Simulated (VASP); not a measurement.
An input for Ansatz (written as the equivalent of a VASP run, and not itself run):

Ansatz 0.2 input:
```yaml
crystal:
  lattice:
    - [4.8782567, 0.0000000, 0.0000000]
    - [-2.4391284, 4.2246934, 0.0000000]
    - [0.0000000, 0.0000000, 2.7474906]
  atoms:
    - { symbol: Ge, position: [0.0000000, 0.0000000, 1.0000000] }
    - { symbol: Ge, position: [0.3333330, 0.6666670, 0.5000000] }
    - { symbol: Ge, position: [0.6666670, 0.3333330, 0.5000000] }
kpoints:
  mp_grid: { grid: [8, 8, 10] }
hamiltonian:
  xc: r2scan
  pseudopotentials: { kind: paw }
scf:
  occupations: { method: methfessel_paxton, width: 0.1 }
  max_iter: 100
output: { forces: true, stress: true, eigenvalues: true }
```

Problem. Write the VASP files for the same calculation (r2SCAN).

Solution. Several could match; the one computed here: 
File POSCAR:
```
Ge
9.7565130
  0.5000000216   0.0000000000   0.0000000000
 -0.2500000108   0.4330126296   0.0000000000
  0.0000000000   0.0000000000   0.2816057971
Ge
3
direct
  0.0000000000   0.0000000000   1.0000000000
  0.3333330000   0.6666670000   0.5000000000
  0.6666670000   0.3333330000   0.5000000000
```

INCAR:
```
LREAL = .FALSE.
LWAVE = .FALSE.
ENCUT = 480
ISMEAR = 1
SYSTEM = Ge
ISIF = 2
PREC = Accurate
EDIFF = 1E-7   ! SCF stop (eV)
LMAXMIX = 4
LASPH = .TRUE.   ! aspherical one-centre terms
ALGO = Normal   ! blocked Davidson
METAGGA = R2SCAN
NELM = 100   ! most electronic steps
SIGMA = 0.1   ! width (eV)
LCHARG = .FALSE.
LMIXTAU = .TRUE.
```

**KPOINTS**
```
K-points
0
G
 8 8 10
```

POTCAR, in this order: Ge_d (PBE.64 set). Program: vasp_std.

What does not carry over: each code has its own PAW files, so the cut-off isn't converted (ENCUT is set for VASP's; basis.ecutwfc is left out, and Ansatz then takes the one that its files recommend); Ansatz stops its SCF on the density residual and VASP on the energy change (EDIFF).

The structure was generated: Ge was put into the omega type (P6/mmm), which need not be its known phase. This cell was strained or had an atom moved on purpose.
